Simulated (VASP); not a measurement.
A 63-atom supercell of BN (zinc blende) holds N vacancy in charge state +1. It is relaxed twice, with the total moment held at 0 and at 2 μB. Calculation: PBE GGA, VASP's PBE PAW potentials (set 64) (plane waves; VASP 6.6.1). Numerical set-up: PREC = Normal, LREAL = Auto, ISYM = 0, NELECT = 250.0, EDIFF = 1E-5, 400 eV cut-off, 1×1×1 Γ-centred mesh, Gaussian smearing of 0.050 eV, potentials B N.

The cell is charged, with a uniform compensating background. The supercell is sampled at Γ alone, which is coarse: total energies, pressure and levels can be off, energies of defects by several tenths of an eV.

### Question
Which spin state lies lower, and by how much?

### Answer
The state with 0 μB lies lower, by 3.65 eV.

The cell is a supercell with a defect, built from BN (zinc blende).
